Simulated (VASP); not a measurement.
# Bi7Sb (R3m) in VASP: a series of runs, part 2 of 2

VASP 6.6.1.

## (3) Band structure, PBE+D3(BJ), spin-orbit coupling, no magnetisation

Contents of INCAR:

```
SYSTEM = Bi7Sb
PREC = Accurate
ENCUT = 520
EDIFF = 1E-7
ISMEAR = 0
SIGMA = 0.03
LREAL = .False.
LASPH = .True.
NELM = 80
ALGO = Fast
ISIF = 2
LWAVE = .False.
LCHARG = .False.
MAGMOM = 0 0 0 0 0 0 0 0 0 0 0 0 0 0 0 0 0 0 0 0 0 0 0 0 0 0 0 0 0 0 0 0 0 0 0 0 0 0 0 0 0 0 0 0 0 0 0 0
LORBIT = 11
LSORBIT = .True.
GGA_COMPAT = .False.
GGA = PE
IVDW = 12
NBANDS = 248
```

Contents of KPOINTS:

```
Automatic mesh
0
Gamma
  3 3 3
  0 0 0
```

Contents of POSCAR:

```
Bi7Sb                                   
1.0
    9.0154139955     -0.0000000000     -0.0000000000
    4.5077069977     -7.8075775417      0.0000000000
    4.5077069977     -2.6025258505     -7.7365688611
  Sb              Bi            
     2    14
Direct
     0.1173586140937446    0.6173586140937446    0.1479241577187663
     0.6173586140937446    0.1173586140937446    0.6479241577187663
     0.1170623583290964    0.1195560295140800    0.1438255826427366
     0.1195560295140799    0.6195560295140800    0.6438255826427366
     0.1195560295140801    0.1170623583291034    0.6438255826427364
     0.6195560295140798    0.6170623583291035    0.1438255826427365
     0.6195560295140800    0.1195560295140800    0.1438255826427366
     0.6170623583290964    0.6195560295140798    0.6438255826427366
     0.3817912759340697    0.8817912759340626    0.3546261721978050
     0.3762316512686616    0.3842220206731339    0.3553243073850707
     0.3842220206731338    0.8842220206731339    0.8553243073850707
     0.3842220206731411    0.3762316512686615    0.8553243073850707
     0.8842220206731410    0.8762316512686613    0.3553243073850705
     0.8842220206731339    0.3842220206731339    0.3553243073850707
     0.8762316512686615    0.8842220206731339    0.8553243073850707
     0.8817912759340697    0.3817912759340626    0.8546261721978050
```

Contents of KPOINTS_OPT:

```
explicit points
8
Reciprocal
 0.0000000000  0.0000000000  0.0000000000 1
 0.2596565504 -0.2596565504  0.5000000000 1
 0.4806868991 -0.2596565504  0.2403434496 1
 0.5000000000  0.0000000000  0.5000000000 1
 0.0000000000 -0.5000000000  0.0000000000 1
 0.0000000000 -0.3894848256  0.3701717248 1
 0.3894848256  0.0000000000  0.6298282752 1
 0.3701717248 -0.2596565504  0.3701717248 1
```

Potentials or basis: VASP PAW PBE potentials, release 64 (Sb, Bi_d).

Started as:

```console
cat potpaw_PBE.64/Sb/POTCAR potpaw_PBE.64/Bi_d/POTCAR > POTCAR
mpirun -np 4 vasp_ncl > vasp.out
```

OUTCAR:

```text
SYSTEM = Bi7Sb
   PREC = Accurate
   ENCUT = 520
   EDIFF = 1E-7
   ISMEAR = 0
   LREAL = .False.
   LASPH = .True.
   NELM = 80
   ISIF = 2
   LORBIT = 11
   LSORBIT = .True.
   GGA = PE
   IVDW = 12
 IVDW          = 12

 ion  position               nearest neighbor table
   1  0.117  0.617  0.148-  14 3.02  10 3.02  13 3.02  15 3.48  11 3.48  12 3.48
   2  0.617  0.117  0.648-  11 3.02  15 3.02  12 3.02  10 3.48  14 3.48  13 3.48
   3  0.117  0.120  0.144-   9 3.08  13 3.09  14 3.09  12 3.42  11 3.42  16 3.42
   4  0.120  0.620  0.644-  16 3.08  12 3.09  15 3.09  13 3.42  10 3.42   9 3.42
   5  0.120  0.117  0.644-  16 3.08  15 3.09  11 3.09  14 3.42  10 3.42   9 3.42
   6  0.620  0.617  0.144-   9 3.08  10 3.09  14 3.09  11 3.42  15 3.42  16 3.42
[... 8 lines left out ...]
  15  0.876  0.884  0.855-   2 3.02   4 3.09   5 3.09   6 3.42   7 3.42   1 3.48
  16  0.882  0.382  0.855-   4 3.08   8 3.08   5 3.08   3 3.42   7 3.42   6 3.42
[... 7 lines left out ...]
 A1 = (  -4.5077069978,  -2.6025258505,  -7.7365688611)
 A2 = (  -0.0000000000,   5.2050516912,  -7.7365688611)
 A3 = (   4.5077069977,  -2.6025258505,  -7.7365688611)

Analysis of symmetry for initial positions (statically):
=====================================================================
 Subroutine PRICEL returns following result:

  LATTYP: Found a trigonal (rhomboedric) cell.
 ALAT       =     6.4850742166
 COS(alpha) =     0.0337011734
[... 12 lines left out ...]
 Subroutine GETGRP returns: Found  6 space group operations
 (whereof  2 operations were pure point group operations)
 out of a pool of 12 trial point group operations.

The static configuration has the point symmetry C_1h.
 The point group associated with its full space group is C_3v.

Analysis of symmetry for dynamics (positions and initial velocities):
=====================================================================
 Subroutine PRICEL returns following result:

  LATTYP: Found a trigonal (rhomboedric) cell.
 ALAT       =     6.4850742166
 COS(alpha) =     0.0337011734
[... 12 lines left out ...]
 Subroutine GETGRP returns: Found  6 space group operations
 (whereof  2 operations were pure point group operations)
 out of a pool of 12 trial point group operations.

The dynamic configuration has the point symmetry C_1h.
 The point group associated with its full space group is C_3v.

[... 2589 lines left out ...]
    -0.0256415    -0.0258433     0.0000000
 l=   2
     0.0000000    -0.0000054     0.0000000    -0.0000054    -0.0000060
    -0.0000054     0.0000000    -0.0000105    -0.0000123    -0.0000054
     0.0000000    -0.0000105     0.0000000    -0.0000105     0.0000000
    -0.0000054    -0.0000123    -0.0000105     0.0000000    -0.0000054
    -0.0000060    -0.0000054     0.0000000    -0.0000054     0.0000000
 l=   3
     0.0000000     0.0000000     0.0000000     0.0000000     0.0000000     0.0000000     0.0000000
     0.0000000     0.0000000     0.0000000     0.0000000     0.0000000     0.0000000     0.0000000
     0.0000000     0.0000000     0.0000000     0.0000000     0.0000000     0.0000000     0.0000000
     0.0000000     0.0000000     0.0000000     0.0000000     0.0000000     0.0000000     0.0000000
[... 289 lines left out ...]
 l=   2
     0.0000000    -0.0130739     0.0000000    -0.0130739    -0.0524939
    -0.0130739     0.0000000    -0.0393750    -0.0129822    -0.0130739
     0.0000000    -0.0393750     0.0000000    -0.0393750     0.0000000
    -0.0130739    -0.0129822    -0.0393750     0.0000000    -0.0130739
    -0.0524939    -0.0130739     0.0000000    -0.0130739     0.0000000
 l=   3
     0.0000000     0.0000000     0.0000000     0.0000000     0.0000000     0.0000000     0.0000000
     0.0000000     0.0000000     0.0000000     0.0000000     0.0000000     0.0000000     0.0000000
     0.0000000     0.0000000     0.0000000     0.0000000     0.0000000     0.0000000     0.0000000
     0.0000000     0.0000000     0.0000000     0.0000000     0.0000000     0.0000000     0.0000000
     0.0000000     0.0000000     0.0000000     0.0000000     0.0000000     0.0000000     0.0000000
     0.0000000     0.0000000     0.0000000     0.0000000     0.0000000     0.0000000     0.0000000
     0.0000000     0.0000000     0.0000000     0.0000000     0.0000000     0.0000000     0.0000000

 total charge

# of ion       s       p       d       tot
------------------------------------------
    1        1.209   1.160   0.024   2.394
    2        1.209   1.160   0.024   2.394
    3        1.527   1.374   9.916  12.817
    4        1.527   1.374   9.916  12.817
    5        1.527   1.374   9.916  12.817
    6        1.527   1.374   9.916  12.817
[... 8 lines left out ...]
   15        1.531   1.353   9.919  12.803
   16        1.529   1.371   9.917  12.816
--------------------------------------------------
tot         23.829  21.424 138.890 184.144

 magnetization (x)

# of ion       s       p       d       tot
------------------------------------------
    1        0.000   0.000  -0.000   0.000
    2        0.000  -0.000  -0.000  -0.000
    3       -0.000  -0.000  -0.000  -0.000
    4       -0.000  -0.000  -0.000  -0.000
    5        0.000   0.000   0.000   0.000
    6        0.000   0.000   0.000   0.000
[... 8 lines left out ...]
   15       -0.000  -0.000   0.000  -0.000
   16        0.000   0.000  -0.000   0.000
--------------------------------------------------
tot         -0.000   0.000  -0.000   0.000

 magnetization (y)

# of ion       s       p       d       tot
------------------------------------------
    1        0.000   0.000   0.000   0.000
    2        0.000   0.000   0.000   0.000
    3        0.000   0.000   0.000   0.000
    4       -0.000  -0.000  -0.000  -0.000
    5        0.000   0.000  -0.000  -0.000
    6        0.000   0.000   0.000   0.000
[... 8 lines left out ...]
   15        0.000   0.000  -0.000   0.000
   16        0.000   0.000   0.000   0.000
--------------------------------------------------
tot          0.000   0.000  -0.000   0.000

 magnetization (z)

# of ion       s       p       d       tot
------------------------------------------
    1        0.000   0.000   0.000   0.000
    2        0.000   0.000   0.000   0.000
    3       -0.000   0.000   0.000  -0.000
    4        0.000  -0.000   0.000  -0.000
    5        0.000  -0.000  -0.000  -0.000
    6        0.000  -0.000  -0.000  -0.000
[... 8 lines left out ...]
   15       -0.000   0.000  -0.000  -0.000
   16        0.000  -0.000   0.000  -0.000
--------------------------------------------------
tot          0.000   0.000   0.000   0.000
```

OSZICAR:

```text
N       E                     dE             d eps       ncg     rms          rms(c)
DAV:   1     0.314911901415E+04    0.31491E+04   -0.10536E+05  5040   0.209E+03
DAV:   2     0.470594468465E+03   -0.26785E+04   -0.26494E+04  4960   0.624E+02
[... 18 lines left out ...]
DAV:   1     0.934395523000E+04   -0.14949E+05     4032
DAV:   2    -0.121107459870E+05   -0.21455E+05     3968
DAV:   3    -0.160441422944E+05   -0.39334E+04     4360
DAV:   4    -0.164383307004E+05   -0.39419E+03     4480
DAV:   5    -0.164610283619E+05   -0.22698E+02     4680
DAV:   6    -0.164621634894E+05   -0.11351E+01     5840
DAV:   7    -0.164621887113E+05   -0.25222E-01     5864
DAV:   8    -0.164621896346E+05   -0.92334E-03     5816
DAV:   9    -0.164621896632E+05   -0.28561E-04     5920
DAV:  10    -0.164621896642E+05   -0.10428E-05     3744
DAV:  11    -0.164621896643E+05   -0.39770E-07     2664
```

Wall time 35 min (4 MPI ranks of Intel Xeon 6975P-C (Granite Rapids), shared host); peak memory 1.2 GiB.

What came out:

```
Free energy                                           : -81.1703 eV
Pressure                                              : 0.8 GPa
Largest force                                         : 0.130 eV/Å
Valence electrons inside the program's atomic spheres : Sb 2.39; Bi 12.82, 12.80
Dispersion energy per atom                            : -0.463 eV
```

Forces on the atoms (eV/Å):
```
Sb   0.000  0.000 -0.130
Sb   0.000  0.000 -0.130
Bi  -0.006 -0.003 -0.121
Bi   0.006 -0.003 -0.121
Bi   0.000  0.007 -0.121
Bi   0.000  0.007 -0.121
Bi   0.006 -0.003 -0.121
Bi  -0.006 -0.003 -0.121
Bi   0.000  0.000  0.121
Bi  -0.017 -0.010  0.124
Bi   0.017 -0.010  0.124
Bi   0.000  0.020  0.124
Bi   0.000  0.020  0.124
Bi   0.017 -0.010  0.124
Bi  -0.017 -0.010  0.124
Bi   0.000  0.000  0.121
```

## (4) Band structure, r2SCAN

Contents of INCAR:

```
SYSTEM = Bi7Sb
PREC = Accurate
ENCUT = 520
EDIFF = 1E-7
ISMEAR = 0
SIGMA = 0.03
LREAL = .False.
LASPH = .True.
NELM = 80
ALGO = Normal
ISIF = 2
LWAVE = .False.
LCHARG = .False.
METAGGA = R2SCAN
LMIXTAU = .True.
NBANDS = 124
KPAR = 4
```

Contents of KPOINTS:

```
Automatic mesh
0
Gamma
  6 6 4
  0 0 0
```

POSCAR is that of step 3.

KPOINTS_OPT is that of step 3.

Started as:

```console
cat potpaw_PBE.64/Sb/POTCAR potpaw_PBE.64/Bi_d/POTCAR > POTCAR
mpirun -np 4 vasp_std > vasp.out
```

It took 68 min on 4 MPI ranks of Intel Xeon 6975P-C (Granite Rapids), shared host; peak memory 3 GiB.

It converged, with:

| Property | Result |
| --- | --- |
| Free energy | -870.1797 eV |
| Pressure | 1.3 GPa |
| Largest force | 0.198 eV/Å |
| Band gap along the path | none (metal or under the smearing width) |

Forces in eV/Å, atoms in the order of the input:
```
Sb   0.000  0.000 -0.198
Sb   0.000  0.000 -0.198
Bi   0.010  0.006 -0.168
Bi  -0.010  0.006 -0.168
Bi   0.000 -0.011 -0.168
Bi   0.000 -0.011 -0.168
Bi  -0.010  0.006 -0.168
Bi   0.010  0.006 -0.168
Bi   0.000  0.000  0.178
Bi   0.001  0.001  0.174
Bi  -0.001  0.001  0.174
Bi   0.000 -0.002  0.174
Bi   0.000 -0.002  0.174
Bi  -0.001  0.001  0.174
Bi   0.001  0.001  0.174
Bi   0.000  0.000  0.178
```

Stress tensor (GPa, compression positive):
```
1.19 0.00 0.00
0.00 1.19 0.00
0.00 0.00 1.55
```

Levels at points of the mesh, in eV from the Fermi level:
| k point | band 106 | band 107 | band 108 | band 109 | band 110 | band 111 | band 112 | band 113 | band 114 | band 115 |
| --- | --- | --- | --- | --- | --- | --- | --- | --- | --- | --- |
| (0.00, 0.00, 0.00) | -0.73 | -0.73 | -0.33 | -0.28 | -0.28 | -0.25 | -0.25 | 0.02 | 0.37 | 0.37 |
| (0.50, 0.00, 0.00) | -1.58 | -1.45 | -1.45 | -1.13 | -1.13 | 1.33 | 1.33 | 1.69 | 1.69 | 1.80 |
| (0.50, 0.50, 0.00) | -1.22 | -0.95 | -0.84 | -0.49 | -0.37 | 0.66 | 0.75 | 0.92 | 0.97 | 1.06 |
| (0.00, 0.00, 0.50) | -1.27 | -1.27 | -1.27 | -1.13 | -1.13 | 1.63 | 1.63 | 1.72 | 1.72 | 1.72 |

Caveat: the PAW data sets were made with another functional, which shifts forces and pressure a little; spin-orbit coupling is left out, which moves the levels of the heavy elements.

## (5) Overview

| level | spin | k mesh | pressure (GPa) | largest force (eV/Å) |
| --- | --- | --- | --- | --- |
| PBE+D3(BJ) | off | 6 × 6 × 4 | 0.0 | - |
| PBE+D3(BJ) | SOC, no magnetisation | 3 × 3 × 3 | 0.8 | 0.13 |
| r2SCAN | off | 6 × 6 × 4 | 1.3 | 0.20 |

Alike in all rows: task band structure; potentials or basis VASP PAW PBE potentials, release 64 (Sb, Bi_d); cell as given; cutoff (eV) 520; smearing gaussian 0.03 eV.

The pressure there spans 0.0 GPa (PBE+D3(BJ)) to 1.3 GPa (r2SCAN); a positive pressure means that this level wants a larger cell, a negative one a smaller.

Caveats: spin-orbit coupling is left out, which moves the levels of the heavy elements (some runs); pairwise dispersion overbinds metals, which lowers pressure and volume (some runs); the PAW data sets were made with another functional, which shifts forces and pressure a little (some runs).

Total energies depend on the potentials used, so only differences within one code and one set of settings carry meaning.
